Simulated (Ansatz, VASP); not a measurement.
# Cu (Copper) in two plane-wave programs

One calculation is typed for both programs; each brings its own data sets. How far apart do they land? The cell is taken from a series of runs on this material, whose earlier steps may have relaxed, scaled, displaced or heated it; both programs get it as it stands.

Method: plane waves, with VASP 6.6.1 beside it; BLYP, in Ansatz 0.2.0.

### Step 1. Set-up

The structure is cubic, space group Fm-3m (No. 225). The conventional cell has a = 3.702 Å, b = 3.702 Å, c = 3.702 Å, α = 90.00°, β = 90.00°, γ = 90.00°. Nearest to Cu lie 12 Cu at 2.62 Å.

### Step 2. VASP: elastic constants, BLYP

Elastic constants are differences of stresses under small strains, so they test the stress and the mesh.

Lines of VASP's logs that name or quote its potential files are left out, and so is its time.

Input file INCAR:

```
SYSTEM = Cu
PREC = Accurate
ENCUT = 600
EDIFF = 1E-08
NELM = 120
ISMEAR = 1
SIGMA = 0.25
LREAL = .FALSE.
ALGO = Normal
GGA = B5
ALDAX = 1
AGGAX = 1
AGGAC = 1
ALDAC = 0
NBANDS = 11
LASPH = .TRUE.
LORBIT = 11
LWAVE = .FALSE.
LCHARG = .FALSE.
ISIF = 3
IBRION = 6
NFREE = 2
POTIM = 0.015
NSW = 1
GGA_COMPAT = .FALSE.
KPAR = 2
```

Input file POSCAR:

```
Cu
1.0
    0.0000000000      1.8510183353      1.8510183353
    1.8510183353      0.0000000000      1.8510183353
    1.8510183353      1.8510183353      0.0000000000
Cu
1
Direct
    0.0000000000      0.0000000000      0.0000000000
```

Input file KPOINTS:

```
Automatic mesh
0
Gamma
36 36 36
0 0 0
```

The projector-augmented-wave data sets are Cu (PBE family, release 64).

Command:

```sh
mpirun -np 2 vasp_std
```

Numbers of over 12 decimals in the logs are rounded to 6 here.

Output:

```text
[banner, memory and clock lines left out]
running    2 mpi-ranks, on    1 nodes
 distrk:  each k-point on    1 cores,    2 groups
 distr:  one band on    1 cores,    1 groups

 POSCAR found type information on POSCAR Cu
 POSCAR found :  1 types and       1 ions
|                                                                             |
|               ----> ADVICE to this user running VASP <----                  |
|                                                                             |
|     You enforced a specific xc type in the INCAR file but a different       |
|     [... a line on the potential file left out ...]
|     I HOPE YOU KNOW WHAT YOU ARE DOING!                                     |
|                                                                             |

 LDA part: xc-table for (Slater(with rela. corr.)+VWN5), standard interpolation
 POSCAR, INCAR and KPOINTS ok, starting setup
 FFT: planning ... GRIDC
 FFT: planning ... GRID_SOFT
 FFT: planning ... GRID
 WAVECAR not read
 entering main loop
       N       E                     dE             d eps       ncg     rms          rms(c)
DAV:   1     0.463440198850E+02    0.46344E+02   -0.59902E+03 29031   0.183E+03
DAV:   2    -0.244207468314E+01   -0.48786E+02   -0.45498E+02 27778   0.214E+02
DAV:   3    -0.376425842380E+01   -0.13222E+01   -0.13127E+01 30965   0.433E+01
DAV:   4    -0.377416759787E+01   -0.99092E-02   -0.99075E-02 30566   0.331E+00
DAV:   5    -0.377428221457E+01   -0.11462E-03   -0.11461E-03 30968   0.353E-01    0.718E+00
DAV:   6    -0.336374480699E+01    0.41054E+00   -0.14260E+01 31534   0.768E+01    0.398E+00
DAV:   7    -0.299013524167E+01    0.37361E+00   -0.23067E+00 31443   0.314E+01    0.429E-01
DAV:   8    -0.298261728365E+01    0.75180E-02   -0.82214E-03 34690   0.182E+00    0.338E-01
DAV:   9    -0.298063612096E+01    0.19812E-02   -0.12244E-02 31861   0.205E+00    0.307E-02
DAV:  10    -0.298063729810E+01   -0.11771E-05   -0.94658E-05 39996   0.176E-01    0.464E-03
DAV:  11    -0.298063830991E+01   -0.10118E-05   -0.29615E-06 29827   0.241E-02    0.994E-04
DAV:  12    -0.298063833656E+01   -0.26645E-07   -0.10541E-07 32071   0.454E-03    0.442E-04
DAV:  13    -0.298063844671E+01   -0.11015E-06   -0.13016E-08 30216   0.206E-03    0.507E-05
DAV:  14    -0.298063844094E+01    0.57719E-08   -0.17100E-10 15188   0.238E-04
   1 F= -.29806384E+01 E0= -.29805438E+01  d E =-.283795E-03
[... from here on, the cycles between the ionic steps are left out ...]
   2 F= -.29801424E+01 E0= -.29800498E+01  d E =-.277827E-03
   3 F= -.29786152E+01 E0= -.29785417E+01  d E =-.220619E-03
   7 F= -.29786153E+01 E0= -.29785417E+01  d E =-.220620E-03
   8 F= -.29801861E+01 E0= -.29801117E+01  d E =-.223192E-03
   9 F= -.29801871E+01 E0= -.29801127E+01  d E =-.223179E-03
  10 F= -.29801862E+01 E0= -.29801118E+01  d E =-.223192E-03
  11 F= -.29801871E+01 E0= -.29801127E+01  d E =-.223179E-03
  12 F= -.29801862E+01 E0= -.29801118E+01  d E =-.223191E-03
  13 F= -.29801871E+01 E0= -.29801127E+01  d E =-.223179E-03
  14 F= -.29806348E+01 E0= -.29805402E+01  d E =-.283794E-03
 Finite differences progress:
  Degree of freedom:   7/  7
  Displacement:        1/  2
  Total:              13/ 14
 bond charge predicted
       N       E                     dE             d eps       ncg     rms          rms(c)
DAV:   1    -0.297824414227E+01    0.23907E-02   -0.49548E+00 31081   0.185E+01    0.136E-01
DAV:   2    -0.298106997912E+01   -0.28258E-02   -0.33370E-02 27649   0.216E+00    0.941E-02
DAV:   3    -0.298083316293E+01    0.23682E-03   -0.10898E-03 33838   0.547E-01    0.590E-02
DAV:   4    -0.298064323329E+01    0.18993E-03   -0.36633E-04 28496   0.155E-01    0.218E-02
DAV:   5    -0.298063471203E+01    0.85213E-05   -0.73237E-05 32839   0.171E-01    0.332E-03
DAV:   6    -0.298063483641E+01   -0.12438E-06   -0.67305E-07 39729   0.141E-02    0.127E-03
DAV:   7    -0.298063484219E+01   -0.57837E-08   -0.12081E-07 29816   0.698E-03    0.247E-04
DAV:   8    -0.298063484243E+01   -0.23874E-09   -0.57203E-09 16067   0.149E-03
  15 F= -.29806348E+01 E0= -.29805402E+01  d E =-.283801E-03
 Finite differences progress:
  Degree of freedom:   7/  7
  Displacement:        2/  2
  Total:              14/ 14
```

From OUTCAR (step 2):

```text
ion  position               nearest neighbor table
   1  0.000  0.000  0.000-

  LATTYP: Found a face centered cubic cell.
 ALAT       =     3.7020366706

 Subroutine GETGRP returns: Found 48 space group operations
 (whereof 48 operations were pure point group operations)

The static configuration has the point symmetry O_h .

 Found   1240 irreducible k-points:

   k-points           NKPTS =   1240   k-points in BZ     NKDIM =   1240   number of bands    NBANDS=     11

   dimension x,y,z NGX =    24 NGY =   24 NGZ =   24
   dimension x,y,z NGXF=    48 NGYF=   48 NGZF=   48

   ENCUT  =  600.0 eV  44.10 Ry    6.64 a.u.   5.23  5.23  5.23*2*pi/ulx,y,z

   NELECT =      11.0000    total number of electrons

 k-points in reciprocal lattice and weights: Automatic mesh
   0.00000000  0.00000000  0.00000000       0.000
   0.02777778  0.00000000  0.00000000       0.000
   0.05555556  0.00000000  0.00000000       0.000
   0.08333333  0.00000000  0.00000000       0.000
   0.11111111  0.00000000  0.00000000       0.000
   0.13888889  0.00000000  0.00000000       0.000
   0.16666667  0.00000000  0.00000000       0.000
   0.19444444  0.00000000  0.00000000       0.000
   0.22222222  0.00000000  0.00000000       0.000
[...]
-0.27777778  0.50000000  0.22222222       0.000
  -0.25000000  0.50000000  0.25000000       0.000

 average (electrostatic) potential at core
       1 -64.0085

 E-fermi :   7.2403

 k-point     1 :       0.0000    0.0000    0.0000
  band No.  band energies     occupation
    ...
      2       4.2963      2.00000
      3       4.2963      2.00000
      4       4.2963      2.00000
      5       5.0260      2.00000
      6       5.0260      2.00000
      7      29.5842      0.00000
      8      31.2529      0.00000
      9      31.2529      0.00000
     10      31.2529      0.00000
     11      33.8852      0.00000

 k-point     2 :       0.0278    0.0000    0.0000
  band No.  band energies     occupation
    ...
      2       4.2912      2.00000
      3       4.3013      2.00000
      4       4.3013      2.00000
      5       5.0241      2.00000
      6       5.0241      2.00000
      7      29.4278      0.00000
      8      30.7667      0.00000
      9      31.1563      0.00000
     10      31.1563      0.00000
     11      34.0225      0.00000

 k-point     3 :       0.0556    0.0000    0.0000
  band No.  band energies     occupation
    ...
      2       4.2760      2.00000
      3       4.3157      2.00000
      4       4.3157      2.00000
      5       5.0187      2.00000
      6       5.0187      2.00000
      7      28.6889      0.00000
      8      30.2409      0.00000
      9      30.9130      0.00000
     10      30.9130      0.00000
     11      34.3869      0.00000

  Total        0.0475845      0.0475845      0.0475845     -0.0000000     -0.0000000     -0.0000000
  in kB        6.0105486      6.0105486      6.0105486     -0.0000000     -0.0000000     -0.0000000
  external PRESSURE =       6.0105486 kB  Pullay stress =       0.0000000 kB

  energy-cutoff  :      600.00
  volume of cell :       12.68
      direct lattice vectors                 reciprocal lattice vectors
     0.000000000  1.851018335  1.851018335    -0.270121581  0.270121581  0.270121581
     1.851018335  0.000000000  1.851018335     0.270121581 -0.270121581  0.270121581
     1.851018335  1.851018335  0.000000000     0.270121581  0.270121581 -0.270121581

 POSITION                                       TOTAL-FORCE (eV/Angst)
 -----------------------------------------------------------------------------------
     -0.01500      0.00000      0.00000        -0.000000      0.000000     -0.000000
 -----------------------------------------------------------------------------------
    total drift:                               -0.000039      0.000000      0.000000

  FREE ENERGIE OF THE ION-ELECTRON SYSTEM (eV)
  ---------------------------------------------------
  free  energy   TOTEN  =        -2.9806348424 eV

  energy  without entropy=       -2.9803510412  energy(sigma->0) =       -2.98054024

  SYMMETRIZED ELASTIC MODULI (kBar)
 Direction    XX          YY          ZZ          XY          YZ          ZX
 --------------------------------------------------------------------------------
 XX        1406.9285   1014.4469   1014.4469      0.0000     -0.0000      0.0000
 YY        1014.4469   1406.9285   1014.4469      0.0000      0.0000     -0.0000
 ZZ        1014.4469   1014.4469   1406.9285     -0.0000     -0.0000     -0.0000
 XY           0.0000      0.0000     -0.0000    514.0049     -0.0000      0.0000
 YZ          -0.0000      0.0000     -0.0000     -0.0000    514.0049     -0.0000
 ZX           0.0000     -0.0000     -0.0000      0.0000     -0.0000    514.0049
 --------------------------------------------------------------------------------

 Eigenvectors and eigenvalues of the dynamical matrix
 ----------------------------------------------------

   1 f/i=    0.000000 THz     0.000000 2PiTHz    0.000000 cm-1     0.000000 meV
             X         Y         Z           dx          dy          dz
      0.000000  0.000000  0.000000     1.000000    0.000000    0.000000

   2 f/i=    0.000000 THz     0.000000 2PiTHz    0.000000 cm-1     0.000000 meV
             X         Y         Z           dx          dy          dz
      0.000000  0.000000  0.000000     0.000000    1.000000    0.000000

   3 f/i=    0.000000 THz     0.000000 2PiTHz    0.000000 cm-1     0.000000 meV
             X         Y         Z           dx          dy          dz
      0.000000  0.000000  0.000000     0.000000    0.000000    1.000000

 ELASTIC MODULI CONTR FROM IONIC RELAXATION (kBar)
 Direction    XX          YY          ZZ          XY          YZ          ZX
 --------------------------------------------------------------------------------
 XX           0.0000      0.0000      0.0000      0.0000      0.0000      0.0000
 YY           0.0000      0.0000      0.0000      0.0000      0.0000      0.0000
 ZZ           0.0000      0.0000      0.0000      0.0000      0.0000      0.0000
 XY           0.0000      0.0000      0.0000      0.0000      0.0000      0.0000
 YZ           0.0000      0.0000      0.0000      0.0000      0.0000      0.0000
 ZX           0.0000      0.0000      0.0000      0.0000      0.0000      0.0000
 --------------------------------------------------------------------------------

 TOTAL ELASTIC MODULI (kBar)
 Direction    XX          YY          ZZ          XY          YZ          ZX
 --------------------------------------------------------------------------------
 XX        1406.9285   1014.4469   1014.4469      0.0000     -0.0000      0.0000
 YY        1014.4469   1406.9285   1014.4469      0.0000      0.0000     -0.0000
 ZZ        1014.4469   1014.4469   1406.9285     -0.0000     -0.0000     -0.0000
 XY           0.0000      0.0000     -0.0000    514.0049     -0.0000      0.0000
 YZ          -0.0000      0.0000     -0.0000     -0.0000    514.0049     -0.0000
 ZX           0.0000     -0.0000     -0.0000      0.0000     -0.0000    514.0049
 --------------------------------------------------------------------------------

 total charge
# of ion       s       p       d       tot
------------------------------------------
    1        0.438   0.331   9.209   9.979

[... 3 further parts left out ...]
```

CONTCAR:

```
Cu
   1.00000000000000
     0.0000000000000000    1.8510183353000000    1.8510183353000000
     1.8510183353000000    0.0000000000000000    1.8510183353000000
     1.8510183353000000    1.8510183353000000    0.0000000000000000
  Cu
     1
Direct
     0.0040518237215540   -0.0040518237215540   -0.0040518237215540
```

This run has no spin polarisation. Its electron count is odd, so without a moment it is a metal by construction.

Levels, forces or a CONTCAR printed for this step are those of its last displaced cell, not of the structure at rest.

(Part 1 of 2 ends here.)

[Lines on the potential files, build, host, timing and source positions are cut from VASP's logs without a mark.]

[Logs are printed without paths, hosts, clocks, repeated set-up lines and the standing remarks that a program may print on its own settings, such as how far it seeks lower states.]

[Hosts, paths, dates, database ids (printed as entryN), source tags and the programs' standing remarks are cut or masked in the printed files.]
